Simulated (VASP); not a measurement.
OSZICAR of a VASP run on Al35N36Si:

File OSZICAR:
```
       N       E                     dE             d eps       ncg     rms          rms(c)
DAV:   1     0.177519455846E+04    0.17752E+04   -0.13255E+05   370   0.124E+03
DAV:   2    -0.435413346198E+03   -0.22106E+04   -0.21054E+04   471   0.294E+02
DAV:   3    -0.621502174182E+03   -0.18609E+03   -0.18476E+03   420   0.910E+01
DAV:   4    -0.625350974077E+03   -0.38488E+01   -0.38312E+01   428   0.145E+01
DAV:   5    -0.625436251309E+03   -0.85277E-01   -0.85161E-01   428   0.208E+00    0.511E+01
RMM:   6    -0.538722425735E+03    0.86714E+02   -0.35310E+02   362   0.331E+01    0.180E+01
RMM:   7    -0.541051617938E+03   -0.23292E+01   -0.44900E+01   362   0.139E+01    0.128E+01
RMM:   8    -0.540886194503E+03    0.16542E+00   -0.31401E+00   362   0.451E+00    0.157E+00
RMM:   9    -0.540914386153E+03   -0.28192E-01   -0.59350E-01   369   0.158E+00    0.127E+00
RMM:  10    -0.540917465225E+03   -0.30791E-02   -0.10790E-01   376   0.667E-01    0.104E+00
RMM:  11    -0.540924801019E+03   -0.73358E-02   -0.16343E-02   362   0.279E-01    0.894E-01
RMM:  12    -0.540943205049E+03   -0.18404E-01   -0.44447E-02   362   0.386E-01    0.806E-01
RMM:  13    -0.540925086468E+03    0.18119E-01   -0.69862E-02   362   0.475E-01    0.203E-01
RMM:  14    -0.540925319970E+03   -0.23350E-03   -0.59509E-03   362   0.194E-01    0.148E-01
RMM:  15    -0.540925429713E+03   -0.10974E-03   -0.14041E-03   362   0.717E-02    0.105E-01
RMM:  16    -0.540925366839E+03    0.62874E-04   -0.43500E-04   374   0.340E-02    0.793E-02
RMM:  17    -0.540925297823E+03    0.69016E-04   -0.46725E-04   360   0.312E-02    0.326E-02
RMM:  18    -0.540925285559E+03    0.12264E-04   -0.18734E-04   353   0.250E-02    0.153E-02
RMM:  19    -0.540925289420E+03   -0.38612E-05   -0.35528E-05   264   0.115E-02
   1 F= -.54092529E+03 E0= -.54092529E+03  d E =-.540925E+03
       N       E                     dE             d eps       ncg     rms          rms(c)
DAV:   1    -0.541490956530E+03   -0.56567E+00   -0.31956E+02   362   0.418E+01    0.586E+00
RMM:   2    -0.541770763762E+03   -0.27981E+00   -0.81239E+00   362   0.603E+00    0.203E+00
RMM:   3    -0.541649999746E+03    0.12076E+00   -0.10219E+00   362   0.220E+00    0.150E+00
RMM:   4    -0.541622863724E+03    0.27136E-01   -0.35968E-01   362   0.112E+00    0.672E-01
RMM:   5    -0.541624980592E+03   -0.21169E-02   -0.48467E-02   373   0.468E-01    0.360E-01
RMM:   6    -0.541625774099E+03   -0.79351E-03   -0.14296E-02   363   0.242E-01    0.104E-01
RMM:   7    -0.541626084385E+03   -0.31029E-03   -0.41189E-03   406   0.111E-01    0.788E-02
RMM:   8    -0.541626099190E+03   -0.14805E-04   -0.50381E-04   363   0.500E-02    0.286E-02
RMM:   9    -0.541626102159E+03   -0.29690E-05   -0.12487E-04   355   0.234E-02    0.139E-02
RMM:  10    -0.541626101968E+03    0.19125E-06   -0.40359E-05   267   0.126E-02
   2 F= -.54162610E+03 E0= -.54162610E+03  d E =-.700813E+00
       N       E                     dE             d eps       ncg     rms          rms(c)
DAV:   1    -0.541895404689E+03   -0.26930E+00   -0.38639E+01   372   0.152E+01    0.166E+00
RMM:   2    -0.541914124507E+03   -0.18720E-01   -0.87371E-01   362   0.198E+00    0.726E-01
RMM:   3    -0.541898977429E+03    0.15147E-01   -0.12278E-01   362   0.731E-01    0.501E-01
RMM:   4    -0.541895922624E+03    0.30548E-02   -0.41470E-02   362   0.368E-01    0.198E-01
RMM:   5    -0.541896250910E+03   -0.32829E-03   -0.70418E-03   391   0.158E-01    0.979E-02
RMM:   6    -0.541896302351E+03   -0.51441E-04   -0.10033E-03   368   0.662E-02    0.388E-02
RMM:   7    -0.541896325387E+03   -0.23036E-04   -0.23129E-04   376   0.300E-02    0.159E-02
RMM:   8    -0.541896326270E+03   -0.88388E-06   -0.35086E-05   250   0.130E-02
   3 F= -.54189633E+03 E0= -.54189633E+03  d E =-.971037E+00
       N       E                     dE             d eps       ncg     rms          rms(c)
DAV:   1    -0.541996921900E+03   -0.10060E+00   -0.32230E+01   372   0.141E+01    0.139E+00
RMM:   2    -0.542027738564E+03   -0.30817E-01   -0.66367E-01   362   0.173E+00    0.627E-01
RMM:   3    -0.542021150175E+03    0.65884E-02   -0.83015E-02   362   0.619E-01    0.381E-01
RMM:   4    -0.542019259428E+03    0.18907E-02   -0.28036E-02   362   0.331E-01    0.127E-01
RMM:   5    -0.542019380801E+03   -0.12137E-03   -0.35163E-03   374   0.127E-01    0.788E-02
RMM:   6    -0.542019421232E+03   -0.40431E-04   -0.82854E-04   373   0.578E-02    0.320E-02
RMM:   7    -0.542019432361E+03   -0.11129E-04   -0.17511E-04   373   0.275E-02    0.189E-02
RMM:   8    -0.542019434754E+03   -0.23929E-05   -0.36701E-05   253   0.131E-02
   4 F= -.54201943E+03 E0= -.54201943E+03  d E =-.123108E+00
       N       E                     dE             d eps       ncg     rms          rms(c)
DAV:   1    -0.542022200779E+03   -0.27684E-02   -0.59379E-01   404   0.190E+00    0.180E-01
RMM:   2    -0.542022742512E+03   -0.54173E-03   -0.12054E-02   362   0.230E-01    0.865E-02
RMM:   3    -0.542022619046E+03    0.12347E-03   -0.15671E-03   362   0.840E-02    0.546E-02
RMM:   4    -0.542022589659E+03    0.29387E-04   -0.47038E-04   362   0.431E-02    0.212E-02
RMM:   5    -0.542022592412E+03   -0.27529E-05   -0.62480E-05   296   0.168E-02
   5 F= -.54202259E+03 E0= -.54202259E+03  d E =-.126266E+00
       N       E                     dE             d eps       ncg     rms          rms(c)
DAV:   1    -0.542039145683E+03   -0.16556E-01   -0.33446E+00   372   0.470E+00    0.307E-01
RMM:   2    -0.542042506870E+03   -0.33612E-02   -0.58746E-02   362   0.551E-01    0.173E-01
RMM:   3    -0.542042071290E+03    0.43558E-03   -0.64637E-03   363   0.189E-01    0.113E-01
RMM:   4    -0.542041748740E+03    0.32255E-03   -0.27181E-03   362   0.107E-01    0.322E-02
RMM:   5    -0.542041772959E+03   -0.24219E-04   -0.38534E-04   383   0.412E-02    0.238E-02
RMM:   6    -0.542041779009E+03   -0.60500E-05   -0.87665E-05   343   0.185E-02
   6 F= -.54204178E+03 E0= -.54204178E+03  d E =-.191866E-01
       N       E                     dE             d eps       ncg     rms          rms(c)
DAV:   1    -0.542042295057E+03   -0.52210E-03   -0.15730E-01   420   0.102E+00    0.664E-02
RMM:   2    -0.542042451961E+03   -0.15690E-03   -0.27393E-03   362   0.119E-01    0.377E-02
RMM:   3    -0.542042432970E+03    0.18991E-04   -0.31809E-04   363   0.417E-02    0.245E-02
RMM:   4    -0.542042419860E+03    0.13110E-04   -0.12728E-04   353   0.233E-02    0.763E-03
RMM:   5    -0.542042421067E+03   -0.12077E-05   -0.17468E-05   225   0.914E-03
   7 F= -.54204242E+03 E0= -.54204242E+03  d E =-.198287E-01
       N       E                     dE             d eps       ncg     rms          rms(c)
DAV:   1    -0.542048415478E+03   -0.59956E-02   -0.17054E+00   372   0.333E+00    0.217E-01
RMM:   2    -0.542050015931E+03   -0.16005E-02   -0.28400E-02   362   0.381E-01    0.119E-01
RMM:   3    -0.542049827502E+03    0.18843E-03   -0.34947E-03   363   0.136E-01    0.743E-02
RMM:   4    -0.542049731594E+03    0.95908E-04   -0.12377E-03   362   0.714E-02    0.236E-02
RMM:   5    -0.542049749096E+03   -0.17502E-04   -0.20768E-04   385   0.286E-02    0.161E-02
RMM:   6    -0.542049751681E+03   -0.25859E-05   -0.30620E-05   247   0.121E-02
   8 F= -.54204975E+03 E0= -.54204975E+03  d E =-.733061E-02
       N       E                     dE             d eps       ncg     rms          rms(c)
DAV:   1    -0.542049839677E+03   -0.90581E-04   -0.32752E-02   420   0.461E-01    0.303E-02
RMM:   2    -0.542049870700E+03   -0.31024E-04   -0.55205E-04   362   0.529E-02    0.165E-02
RMM:   3    -0.542049867489E+03    0.32109E-05   -0.71698E-05   321   0.194E-02    0.104E-02
RMM:   4    -0.542049865990E+03    0.14990E-05   -0.22368E-05   231   0.982E-03
   9 F= -.54204987E+03 E0= -.54204987E+03  d E =-.744492E-02
       N       E                     dE             d eps       ncg     rms          rms(c)
DAV:   1    -0.542052128758E+03   -0.22613E-02   -0.45324E-01   372   0.174E+00    0.115E-01
RMM:   2    -0.542052681867E+03   -0.55311E-03   -0.80144E-03   362   0.210E-01    0.651E-02
RMM:   3    -0.542052662279E+03    0.19588E-04   -0.95714E-04   365   0.735E-02    0.439E-02
RMM:   4    -0.542052633606E+03    0.28673E-04   -0.37722E-04   362   0.404E-02    0.144E-02
RMM:   5    -0.542052636644E+03   -0.30384E-05   -0.57231E-05   287   0.160E-02
  10 F= -.54205264E+03 E0= -.54205264E+03  d E =-.277065E-02
       N       E                     dE             d eps       ncg     rms          rms(c)
DAV:   1    -0.542052697694E+03   -0.64088E-04   -0.18547E-02   420   0.353E-01    0.236E-02
RMM:   2    -0.542052723995E+03   -0.26302E-04   -0.35554E-04   362   0.449E-02    0.146E-02
RMM:   3    -0.542052723370E+03    0.62514E-06   -0.44080E-05   282   0.158E-02    0.101E-02
RMM:   4    -0.542052722240E+03    0.11305E-05   -0.16188E-05   218   0.852E-03
  11 F= -.54205272E+03 E0= -.54205272E+03  d E =-.285625E-02
       N       E                     dE             d eps       ncg     rms          rms(c)
DAV:   1    -0.542053225576E+03   -0.50221E-03   -0.16208E-01   372   0.104E+00    0.678E-02
RMM:   2    -0.542053381925E+03   -0.15635E-03   -0.27097E-03   362   0.119E-01    0.360E-02
RMM:   3    -0.542053364956E+03    0.16969E-04   -0.33547E-04   364   0.424E-02    0.231E-02
RMM:   4    -0.542053354861E+03    0.10095E-04   -0.11988E-04   349   0.222E-02    0.746E-03
RMM:   5    -0.542053356084E+03   -0.12234E-05   -0.17090E-05   226   0.887E-03
  12 F= -.54205336E+03 E0= -.54205336E+03  d E =-.633845E-03
```

**Question.** Which electronic solver shows in the log?

**Answer.** It is blocked Davidson (ALGO = Normal, or the opening steps of other solvers) and then RMM-DIIS (ALGO = Fast or VeryFast). The INCAR had ALGO = Fast.

**Question.** Can the final energy be trusted as converged?

**Answer.** The run converged. It stopped with EDIFF = 1E-5, NELM = 100, NSW = 60 and EDIFFG = -0.03 after 12 ionic steps (PBE GGA, plane waves, VASP's PBE PAW potentials (set 64)).  The cell is charged, with a uniform compensating background. The supercell is sampled at Γ alone, which is coarse: total energies, pressure and levels can be off, energies of defects by several tenths of an eV.

The cell is a supercell with a defect, built from AlN (wurtzite): Si_Al, charge +1. The run is not spin-polarised, so no state with unpaired spins was tried.
